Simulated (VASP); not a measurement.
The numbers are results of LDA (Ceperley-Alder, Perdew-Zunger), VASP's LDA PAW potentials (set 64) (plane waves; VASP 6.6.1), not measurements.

VASP input:

**INCAR**
```
! general
SYSTEM = K
PREC   = Accurate
ENCUT  = 300
LREAL  = .FALSE.   ! projection in real space or not
LASPH  = .TRUE.   ! aspherical one-centre terms

! electronic loop
EDIFF  = 1E-6   ! SCF stop (eV)
NELM   = 100   ! most electronic steps
ALGO   = Normal   ! blocked Davidson

! smearing
ISMEAR = -1
SIGMA  = 0.1

! ions
ISIF   = 2

! output
LWAVE  = .FALSE.
LCHARG = .FALSE.
```

### POSCAR
```
K
1
   -2.6400000000     2.6400000000     2.6400000000
    2.6400000000    -2.6400000000     2.6400000000
    2.6400000000     2.6400000000    -2.6400000000
K
1
Direct
  0.0000000000   0.0000000000   0.0000000000
```

### KPOINTS
```
Regular mesh
0
Gamma
  12 12 12
```

POTCAR, in this order: K_sv (LDA.64 set). Program: vasp_std.

The resulting files:

### OUTCAR
```
 ion  position               nearest neighbor table
   1  0.000  0.000  0.000-
  LATTYP: Found a body centered cubic cell.
 ALAT       =     5.2800000000
 Subroutine PRICEL returns:
 Original cell was already a primitive cell.
 Subroutine GETGRP returns: Found 48 space group operations
The static configuration has the point symmetry O_h .
The dynamic configuration has the point symmetry O_h .
 Subroutine INISYM returns: Found 48 space group operations
 Subroutine IBZKPT returns following result:
 Found     72 irreducible k-points:

 Following reciprocal coordinates:
            Coordinates               Weight
  0.000000  0.000000  0.000000      1.000000
  0.083333  0.000000  0.000000     12.000000
  0.166667  0.000000  0.000000     12.000000
  0.250000  0.000000  0.000000     12.000000
  0.333333  0.000000  0.000000     12.000000
  0.416667  0.000000  0.000000     12.000000
  0.500000  0.000000  0.000000      6.000000
  0.083333  0.083333  0.000000     24.000000
  0.166667  0.083333 -0.000000     48.000000
  0.250000  0.083333  0.000000     48.000000
  0.333333  0.083333 -0.000000     48.000000
  0.416667  0.083333  0.000000     48.000000
  0.166667  0.166667  0.000000     24.000000
  0.250000  0.166667  0.000000     48.000000
  0.333333  0.166667 -0.000000     48.000000
  0.416667  0.166667  0.000000     24.000000
  0.250000  0.250000  0.000000     24.000000
  0.333333  0.250000 -0.000000     48.000000
  0.333333  0.333333  0.000000      8.000000
  0.083333  0.083333  0.083333      8.000000
  0.166667  0.083333  0.083333     24.000000
  0.250000  0.083333  0.083333     24.000000
  0.333333  0.083333  0.083333     24.000000
  0.416667  0.083333  0.083333     12.000000
 -0.083333  0.083333  0.083333      6.000000
  0.166667  0.166667  0.083333     24.000000
  0.250000  0.166667  0.083333     48.000000
  0.333333  0.166667  0.083333     48.000000
 -0.166667  0.166667  0.083333     24.000000
  0.250000  0.250000  0.083333     24.000000
  0.333333  0.250000  0.083333     24.000000
 -0.250000  0.250000  0.083333     24.000000
 -0.166667  0.250000  0.083333     24.000000
 -0.333333  0.333333  0.083333     24.000000
 -0.250000  0.333333  0.083333     48.000000
 -0.416667  0.416667  0.083333     24.000000
 -0.333333  0.416667  0.083333     48.000000
 -0.250000  0.416667  0.083333     24.000000
  0.500000  0.500000  0.083333     12.000000
 -0.416667  0.500000  0.083333     48.000000
   k-points           NKPTS =     72   k-points in BZ     NKDIM =     72   number of bands    NBANDS=      8
   number of dos      NEDOS =    301   number of ions     NIONS =      1
   total plane-waves  NPLWV =  21952
   dimension x,y,z NGX =    28 NGY =   28 NGZ =   28
   dimension x,y,z NGXF=    56 NGYF=   56 NGZF=   56
   ions per type =               1
   PREC   = accura    normal or accurate (medium, high low for compatibility)
   ISTART =      0    job   : 0-new  1-cont  2-samecut
   ICHARG =      2    charge: 1-file 2-atom 10-const
   ISPIN  =      1    spin polarized calculation?
   LNONCOLLINEAR =      F non collinear calculations
   LSORBIT =      F    spin-orbit coupling
   INIWAV =      1    electr: 0-lowe 1-rand  2-diag
   ENCUT  =  300.0 eV  22.05 Ry    4.70 a.u.   6.46  6.46  6.46*2*pi/ulx,y,z
   NELM   =    100;   NELMIN=  2; NELMDL= -5     # of ELM steps
   EDIFF  = 0.1E-05   stopping-criterion for ELM
   LREAL  =      F    real-space projection
   NLSPLINE    = F    spline interpolate recip. space projectors
   LMAXMIX     =    2 max onsite mixed and CHGCAR
   VOSKOWN=      0    Vosko Wilk Nusair interpolation
...
```

File OSZICAR:
```
       N       E                     dE             d eps       ncg     rms          rms(c)
DAV:   1     0.295694255658E+02    0.29569E+02   -0.28540E+03  1160   0.570E+02
DAV:   2    -0.335290935359E+00   -0.29905E+02   -0.29814E+02  1152   0.183E+02
DAV:   3    -0.115041327559E+01   -0.81512E+00   -0.80904E+00  1960   0.250E+01
DAV:   4    -0.116214924074E+01   -0.11736E-01   -0.11527E-01  1600   0.229E+00
DAV:   5    -0.116225594141E+01   -0.10670E-03   -0.10670E-03  2152   0.157E-01    0.231E+00
DAV:   6    -0.116142590764E+01    0.83003E-03   -0.13681E-03  1816   0.264E-01    0.143E+00
DAV:   7    -0.116116479419E+01    0.26111E-03   -0.28973E-03  1824   0.370E-01    0.546E-02
DAV:   8    -0.116119621133E+01   -0.31417E-04   -0.15329E-04  1792   0.165E-01    0.176E-02
DAV:   9    -0.116120197320E+01   -0.57619E-05   -0.11134E-05  1856   0.244E-02    0.529E-03
DAV:  10    -0.116120254529E+01   -0.57209E-06   -0.15332E-06  1736   0.865E-03
   1 F= -.11612025E+01 E0= -.11480990E+01  d E =-.262072E-01
```

OUTCAR:
```
------------------------ aborting loop because EDIFF is reached ----------------------------------------
  FORCE on cell =-STRESS in cart. coord.  units (eV):
  Direction    XX          YY          ZZ          XY          YZ          ZX
  --------------------------------------------------------------------------------------
  Total       -0.2726852     -0.2726852     -0.2726852      0.0000000     -0.0000000      0.0000000
  in kB       -5.9360884     -5.9360884     -5.9360884      0.0000000     -0.0000000      0.0000000
  external PRESSURE =      -5.9360884 kB  Pullay stress =       0.0000000 kB
  volume of cell :       73.60
      direct lattice vectors                 reciprocal lattice vectors
    -2.640000000  2.640000000  2.640000000     0.000000000  0.189393939  0.189393939
     2.640000000 -2.640000000  2.640000000     0.189393939  0.000000000  0.189393939
     2.640000000  2.640000000 -2.640000000     0.189393939  0.189393939  0.000000000
 POSITION                                       TOTAL-FORCE (eV/Angst)
 -----------------------------------------------------------------------------------
      0.00000      0.00000      0.00000         0.000000      0.000000     -0.000000
 -----------------------------------------------------------------------------------
    total drift:                               -0.000000     -0.000000     -0.000000
  FREE ENERGIE OF THE ION-ELECTRON SYSTEM (eV)
  ---------------------------------------------------
  free  energy   TOTEN  =        -1.1612025453 eV

  energy  without entropy=       -1.1349953939  energy(sigma->0) =       -1.14809897
```
(Selected blocks of OUTCAR.)

At this cut-off the stress carries a Pulay error, which pulls relaxed volumes low.

The structure is a typed K crystal (Im-3m). The cell was not relaxed at this level. The run is one of a series of settings (GGA removed, POTCAR K_sv (LDA.64 set) against the base run), some of them coarse on purpose.
